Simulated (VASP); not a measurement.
Bi2Te4Pb2S3: single point with PBE+D3(BJ)

Bi2Te4Pb2S3, a slab with vacuum:

```xyz
11
Lattice="4.2246 0.0000 0.0000 -2.1123 3.6586 0.0000 0.0000 0.0000 34.5242" Properties=species:S:1:pos:R:3 pbc="T T T"
Te    0.0000    2.4391    8.0069
Te    2.1123    1.2195   10.1766
Te    0.0000    2.4391   24.3475
Te    2.1123    1.2195   26.5172
Bi    0.0000    0.0000   12.0518
Bi    0.0000    0.0000   22.4723
S     0.0000    2.4391   13.9150
S     0.0000    0.0000   17.2621
S     2.1123    1.2195   20.6091
Pb    2.1123    1.2195   15.5470
Pb    0.0000    2.4391   18.9772
```

The cell isn't the ideal one: (0 0 1) slab, atoms relaxed.

| Item | Value |
| --- | --- |
| Program | VASP 6.6.1 |
| Task | single point |
| Functional | PBE |
| Dispersion | D3(BJ) |
| Potentials or basis | VASP PAW PBE potentials, release 64 (Te, Bi_d, S, Pb_d) |
| Cutoff | 520 eV |
| k mesh | 9 × 9 × 1 |
| Occupations | gaussian, width 0.05 eV |
| Spin | no spin polarisation |
| Dipole correction | yes |
| Further INCAR settings | ALGO = Fast; EDIFF = 1e-06; NBANDS = 61 |

| Quantity | Value |
| --- | --- |
| Largest force | 0.008 eV/Å |
| Band gap on the k mesh | none (metal or under the smearing width) |
| Dispersion energy per atom | -0.361 eV |

Forces in eV/Å, atoms in the order of the input:
```
Te   0.000  0.000  0.005
Te   0.000  0.000 -0.008
Te   0.000  0.000  0.008
Te   0.000  0.000 -0.005
Bi   0.000  0.000  0.003
Bi   0.000  0.000 -0.003
S    0.000  0.000 -0.004
S    0.000  0.000  0.000
S    0.000  0.000  0.004
Pb   0.000  0.000  0.006
Pb   0.000  0.000 -0.006
```

Levels at points of the mesh, in eV from the Fermi level:
```
           k point  band 46  band 47  band 48  band 49  band 50  band 51  band 52  band 53  band 54  band 55
(0.00, 0.00, 0.00)    -0.82    -0.10     0.19     0.22     0.22     0.23     0.23     0.82     1.40     1.56
```

Wall time 9.2 min on 1 thread of AMD EPYC 9R45 (Zen 5), with other jobs on the host, peak memory 0.78 GiB.

Caveat: spin-orbit coupling is left out, which moves the levels of the heavy elements.
